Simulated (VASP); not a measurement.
All values below come from MS2 meta-GGA, VASP's PBE PAW potentials (set 64) (plane waves; VASP 6.6.1).

VASP ran on this input.

File KPOINTS:
```
Automatic
0
G
  6 6 6
0 0 0
```

INCAR:
```
! general
SYSTEM =CsBr
PREC   =Accurate
ENCUT  =520
LREAL  =.FALSE.
LASPH  =.TRUE.

! electronic loop
EDIFF  =1E-7
NELM   =100
ALGO   =Normal
LMAXMIX=4
LMIXTAU=.TRUE.

! smearing
ISMEAR =0
SIGMA  =0.05

! functional
METAGGA=MS2

! ions
ISIF   =2

! output
LWAVE  =.FALSE.
LCHARG =.FALSE.
```

**POSCAR**
```
CsBr
1
    4.2375808807     0.0000000000     0.0000000000
    0.0000000000     4.2375808807     0.0000000000
    0.0000000000     0.0000000000     4.2375808807
Cs Br
1 1
Direct
  0.0000000000   0.0000000000   0.0000000000
  0.5000000000   0.5000000000   0.5000000000
```

POTCAR, in this order: Cs_sv Br (PBE.64 set). Program: vasp_std.

Unless said otherwise, spin-orbit coupling is left out, though it shifts the bands of the heavy elements here.

What does the run give for the energy per atom (σ→0), pressure, band gap (on the k-mesh)?

The energy per atom (σ→0) is -880 meV/atom, the band gap (on the k-mesh) is 5.31 eV and the pressure is 1.11 GPa.

OSZICAR:
```
...
DAV:  22    -0.176018884461E+01   -0.35537E-04   -0.15910E-05   528   0.589E-02    0.101E-02
DAV:  23    -0.176018112515E+01    0.77195E-05   -0.11474E-05   496   0.406E-02    0.841E-03
DAV:  24    -0.176018727581E+01   -0.61507E-05   -0.30647E-06   524   0.167E-02    0.661E-03
DAV:  25    -0.176018940954E+01   -0.21337E-05   -0.12912E-06   512   0.126E-02    0.459E-03
DAV:  26    -0.176019078587E+01   -0.13763E-05   -0.11668E-06   504   0.136E-02    0.352E-03
DAV:  27    -0.176019089247E+01   -0.10660E-06   -0.98141E-07   544   0.819E-03    0.144E-03
DAV:  28    -0.176019097601E+01   -0.83544E-07   -0.28361E-08   296   0.216E-03
   1 F= -.17601910E+01 E0= -.17601910E+01  d E =-.422942E-14
```

The compound is CsBr in the CsCl type structure. This cell is one point of a volume scan, at 0.94 of the reference volume.
